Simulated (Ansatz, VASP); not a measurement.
# Cross-check of ZrSeS between VASP and Ansatz, part 2 of 2

Wanted: the spread between two codes on one cell, functional and k mesh. The cell is taken from a series of runs on this material, whose earlier steps may have relaxed, scaled, displaced or heated it; both programs get it as it stands.

VASP 6.6.1 and Ansatz 0.2.0.

So far: Set-up; Ansatz: single point, PBEsol; VASP: single point, PBEsol; Differences.

## (5) VASP: single point, PBEsol, spin-orbit coupling

Level of this step: PBEsol, spin-orbit coupling; plane waves and PAW (Zr_sv, S, Se) (VASP).

A single point gives forces, pressure and levels at one fixed geometry, so differences don't come from the geometry; what else differs is listed under the comparison.

The input, INCAR:

```
SYSTEM = ZrSeS
PREC = Accurate
ENCUT = 400
EDIFF = 1E-06
NELM = 200
ISMEAR = -1
SIGMA = 0.02
LREAL = .FALSE.
ALGO = Normal
GGA = PS
LNONCOLLINEAR = .TRUE.
MAGMOM = 0 0 0 0 0 0 0 0 0
NBANDS = 36
GGA_COMPAT = .FALSE.
LASPH = .TRUE.
LSORBIT = .TRUE.
LMAXMIX = 4
LORBIT = 11
LWAVE = .FALSE.
LCHARG = .FALSE.
ISIF = 2
LDIPOL = .TRUE.
IDIPOL = 3
DIPOL = 0.5 0.5 0.501
LVHAR = .TRUE.
EFERMI = MIDGAP
NELMDL = -8
KPAR = 2
```

The input, POSCAR:

```
ZrSeS
1.0
    3.6593573383      0.0000000000      0.0000000000
   -1.8296786691      3.1690964165      0.0000000000
    0.0000000000      0.0000000000     29.3000000000
Zr S Se
1 1 1
Direct
    0.0000000000      0.0000000000      0.5040605163
    0.3333333333      0.6666666667      0.5518313678
    0.6666666667      0.3333333333      0.4481686322
```

The input, KPOINTS:

```
Automatic mesh
0
Gamma
6 6 1
0 0 0
```

PAW data sets: Zr_sv, S and Se (PBE family, release 64).

Run with:

```bash
> mpirun -np 2 vasp_ncl
```

Numbers of over 12 decimals in the logs are rounded to 6 here.

Log:

```text
[banner, memory and clock lines left out]
running    2 mpi-ranks, on    1 nodes
[...]
[... a notice as in an earlier step ...]

 LDA part: xc-table for (Slater+PW92), standard interpolation
 POSCAR, INCAR and KPOINTS ok, starting setup
[...]
entering main loop
       N       E                     dE             d eps       ncg     rms          rms(c)
DAV:   1     0.181391520786E+03    0.18139E+03   -0.83886E+03   896   0.792E+02
DAV:   2     0.216388331564E+01   -0.17923E+03   -0.17300E+03  1032   0.217E+02
DAV:   3    -0.220374373562E+02   -0.24201E+02   -0.23980E+02  1092   0.737E+01
DAV:   4    -0.234171070770E+02   -0.13797E+01   -0.13731E+01  1124   0.169E+01
[...]
DAV:  27    -0.217062043532E+02   -0.25322E-05   -0.47481E-08   608   0.624E-04    0.183E-04
DAV:  28    -0.217062066020E+02   -0.22488E-05   -0.71386E-08   632   0.662E-04    0.141E-04
DAV:  29    -0.217062069612E+02   -0.35921E-06   -0.57234E-09   600   0.275E-04
   1 F= -.21706207E+02 E0= -.21706205E+02  d E =-.434309E-05  mag=    -0.0000    -0.0000    -0.0000
```

From OUTCAR (step 5):

```text
  Total        0.6939743      0.6939743      0.1526154      0.0000000      0.0000000     -0.0000000
  in kB        3.2722469      3.2722469      0.7196165      0.0000000      0.0000000     -0.0000000
  external PRESSURE =       2.4213701 kB  Pullay stress =       0.0000000 kB

 POSITION                                       TOTAL-FORCE (eV/Angst)
 -----------------------------------------------------------------------------------
      0.00000      0.00000     14.76897        -0.000000      0.000000      0.014868
     -0.00000      2.11273     16.16866         0.000000      0.000000      0.058087
      1.82968      1.05637     13.13134         0.000000     -0.000000     -0.072955
 -----------------------------------------------------------------------------------
    total drift:                               -0.000000      0.000000      0.000065

  FREE ENERGIE OF THE ION-ELECTRON SYSTEM (eV)
  ---------------------------------------------------
  free  energy   TOTEN  =       -21.7062069612 eV

  energy  without entropy=      -21.7062026181  energy(sigma->0) =      -21.70620479

 magnetization (x)
# of ion       s       p       d       tot
------------------------------------------
    1        0.000   0.000   0.000   0.000
    2        0.000   0.000   0.000   0.000
    3        0.000  -0.000   0.000  -0.000
--------------------------------------------------
tot          0.000  -0.000   0.000   0.000

 magnetization (y)
# of ion       s       p       d       tot
------------------------------------------
    1        0.000   0.000   0.000   0.000
    2        0.000   0.000   0.000   0.000
    3        0.000   0.000   0.000   0.000
--------------------------------------------------
tot          0.000   0.000   0.000   0.000

 magnetization (z)
# of ion       s       p       d       tot
------------------------------------------
    1       -0.000  -0.000   0.000  -0.000
    2        0.000   0.000   0.000   0.000
    3        0.000   0.000   0.000   0.000
--------------------------------------------------
tot          0.000   0.000   0.000   0.000

[... 1 part as in an earlier step ...]

[... 2 further parts left out ...]
[key lines of the parts left out:]
E-fermi :  -3.2488
```

## (6) Ansatz: single point, PBEsol, spin-orbit coupling

The same cell, functional, mesh and smearing now go to Ansatz, which takes its cutoff from its data sets.

The cell is taken from a series of runs on this material, whose earlier steps may have relaxed, scaled, displaced or heated it; both programs get it as it stands.

The input, input.yaml:

```yaml
crystal:
  lattice:
    - [3.6593573383, 0.0, 0.0]
    - [-1.8296786691, 3.1690964165, 0.0]
    - [0.0, 0.0, 29.3]
  atoms:
    - { symbol: Zr, position: [0.0, 0.0, 0.5040605163] }
    - { symbol: S, position: [0.3333333333, 0.6666666667, 0.5518313678] }
    - { symbol: Se, position: [0.6666666667, 0.3333333333, 0.4481686322] }
  periodic: [true, true, false]
kpoints:
  mp_grid: { grid: [6, 6, 1] }
  band_path:
    path: [[0.0, 0.0, 0.0], [0.5, 0.0, 0.0], [0.3333333333, 0.3333333333, 0.0]]
    npoints: 1
hamiltonian:
  xc: pbesol
  pseudopotentials: { kind: paw_fr, azcp: { folder: soft_1 }, xc_functional: pbe }
scf:
  occupations: { method: fermi_dirac, width: 0.02 }
  n_extra_bands: 10
magnetization:
  noncollinear: true
  spin_orbit: true
output:
  eigenvalues: true
```

Run with:

```bash
> ansatz run input.yaml --threads 4 --pin off --max-ram 17510MiB --backend cpu --events-out ev --progress --plain --runs-dir out
```

Log:

```text
[...]
non-collinear run that drives no moment, with spin-orbit: no starting moment large enough to seed its density (crystal.atoms[].spin), no starting occupations that ask for one, no magnetisation constraint and no magnetic field, so the semilocal B_xc is pinned to zero
Crystal: 3 atoms, lattice volume = 339.788 Å³
Basis set: ecut = 420 eV, 6577 PW (Γ)
[...]
k-point 0: bands = [... 30 lower, -5.8251, -5.8251, -5.6022, -5.6022, -4.5550, -4.5550, -4.5489, -4.5489, ... 6 higher]
  k-point 1: bands = [... 30 lower, -6.6871, -6.5237, -6.3800, -6.3445, -4.5907, -4.5859, -3.7408, -3.7367, ... 6 higher]
  k-point 2: bands = [... 30 lower, -7.0807, -6.9682, -6.7677, -6.7392, -5.0568, -5.0467, -3.0474, -3.0418, ... 6 higher]
  k-point 6: bands = [... 30 lower, -7.9473, -7.8652, -7.8032, -7.7614, -3.7355, -3.7276, -3.2764, -3.2025, ... 6 higher]
[key lines of the parts left out:]
SCF converged after 11 iterations
Magnetization: |M| = 0.0000 μB,  M = (+0.0000, +0.0000, +0.0000) μB
Free energy (F): -10443.079608 eV
Fermi energy:    -5.429986 eV
```

## (7) Side by side

What differs besides the data sets and the points named for the pairs above, as far as they apply: spin-orbit coupling enters by fully relativistic files in Ansatz and inside the spheres in VASP; the data sets hold 34 valence electrons in Ansatz (on its PAW fully relativistic soft_1 files) and 24 in VASP. Total energies have different zeros and are not compared.

The two programs side by side:

| quantity | Ansatz | VASP | difference |
| --- | --- | --- | --- |
| gap on the k mesh (eV) | 0.366 | 0.364 | +0.002 |

A gap on the mesh is an upper bound, since the band edges may lie between its points. With vacuum in the cell, a pressure given here is an average over mostly empty space and none of the material.

## (8) Results

* difference in gap on the k mesh (single point, PBEsol): 0.0023 eV
* difference in gap on the k mesh (single point, PBEsol, spin-orbit coupling): 0.0023 eV

The difference in gap on the k mesh is 0.0023 eV (single point, PBEsol), within the 0.08 eV picked in this series as the mark of a large difference. The data sets hold unlike numbers of valence electrons (34 in Ansatz and 24 in VASP), so part of the differences comes from the potentials. Such differences can come from data sets, numerical settings and the points named under the comparisons, not from the functional's error against experiment.

[Lines on the potential files, build, host, timing and source positions are cut from VASP's logs without a mark.]

[Logs are printed without paths, hosts, clocks, repeated set-up lines and the standing remarks that a program may print on its own settings, such as how far it seeks lower states.]

[Hosts, paths, dates, database ids (printed as entryN), source tags and the programs' standing remarks are cut or masked in the printed files.]
